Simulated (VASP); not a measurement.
Computed with PBEsol GGA, VASP's PBE PAW potentials (set 64) (plane waves; VASP).

The input files of a VASP run:

**KPOINTS**
```
Automatic mesh
0
Gamma
12 12 12
0 0 0
```

### POSCAR
```
Ba
1
   -2.4479624500     2.4479624500     2.4479624500
    2.4479624500    -2.4479624500     2.4479624500
    2.4479624500     2.4479624500    -2.4479624500
Ba
1
Direct
  0.0000000000   0.0000000000   0.0000000000
```

**INCAR**
```
! general
SYSTEM =Ba
PREC   =Accurate
ENCUT  =520
LREAL  =.False.
LASPH  =.True.   ! aspherical one-centre terms

! electronic loop
EDIFF  =1E-7   ! SCF stop (eV)
NELM   =100
ALGO   =Normal
LMAXMIX=4

! smearing
ISMEAR =-5

! functional
GGA    =PS   ! PBEsol

! ions
ISIF   =2

! output
LWAVE  =.False.
LCHARG =.True.
LORBIT =11
NEDOS  =601
```

POTCAR, in this order: Ba_sv (PBE.64 set). Program: vasp_std.

What VASP printed:

File OSZICAR:
```
       N       E                     dE             d eps       ncg     rms          rms(c)
DAV:   1     0.553006762285E+02    0.55301E+02   -0.43147E+03  1296   0.915E+02
DAV:   2     0.205252207224E+00   -0.55095E+02   -0.54341E+02  1521   0.149E+02
DAV:   3    -0.209338905348E+01   -0.22986E+01   -0.22830E+01  1642   0.348E+01
DAV:   4    -0.215157822159E+01   -0.58189E-01   -0.58043E-01  1950   0.497E+00
DAV:   5    -0.215219426865E+01   -0.61605E-03   -0.61736E-03  1839   0.376E-01    0.174E+00
DAV:   6    -0.215015011366E+01    0.20442E-02   -0.31484E-03  1726   0.639E-01    0.102E+00
DAV:   7    -0.214909020687E+01    0.10599E-02   -0.62703E-03  1656   0.886E-01    0.432E-02
DAV:   8    -0.214920272642E+01   -0.11252E-03   -0.22569E-04  1986   0.108E-01    0.106E-02
DAV:   9    -0.214921014799E+01   -0.74216E-05   -0.39825E-06  1936   0.183E-02    0.366E-03
DAV:  10    -0.214921114972E+01   -0.10017E-05   -0.22370E-07  1753   0.371E-03    0.140E-03
DAV:  11    -0.214921130003E+01   -0.15031E-06   -0.76058E-08   986   0.240E-03    0.375E-04
DAV:  12    -0.214921129932E+01    0.71270E-09   -0.22109E-08   874   0.132E-03
   1 F= -.21492113E+01 E0= -.21492113E+01  d E =0.000000E+00
```

**OUTCAR**
```
------------------------ aborting loop because EDIFF is reached ----------------------------------------
  FORCE on cell =-STRESS in cart. coord.  units (eV):
  Direction    XX          YY          ZZ          XY          YZ          ZX
  --------------------------------------------------------------------------------------
  Total        0.0103875      0.0103875      0.0103875     -0.0000000      0.0000000      0.0000000
  in kB        0.2836277      0.2836277      0.2836277     -0.0000000      0.0000000      0.0000000
  external PRESSURE =       0.2836277 kB  Pullay stress =       0.0000000 kB
  volume of cell :       58.68
      direct lattice vectors                 reciprocal lattice vectors
    -2.447962450  2.447962450  2.447962450     0.000000000  0.204251499  0.204251499
     2.447962450 -2.447962450  2.447962450     0.204251499  0.000000000  0.204251499
     2.447962450  2.447962450 -2.447962450     0.204251499  0.204251499  0.000000000
 POSITION                                       TOTAL-FORCE (eV/Angst)
 -----------------------------------------------------------------------------------
      0.00000      0.00000      0.00000         0.000000     -0.000000     -0.000000
 -----------------------------------------------------------------------------------
    total drift:                                0.000000      0.000000     -0.000000
  FREE ENERGIE OF THE ION-ELECTRON SYSTEM (eV)
  ---------------------------------------------------
  free  energy   TOTEN  =        -2.1492112993 eV

  energy  without entropy=       -2.1492112993  energy(sigma->0) =       -2.14921130

 total charge

# of ion       s       p       d       tot
------------------------------------------
    1        2.071   5.532   0.299   7.902
```
(Selected blocks of OUTCAR.)

For a metal the tetrahedron method with Blöchl corrections gives inexact stress and forces.

The compound is Ba in the bcc structure. It was relaxed first, which changed the volume by -7 %.
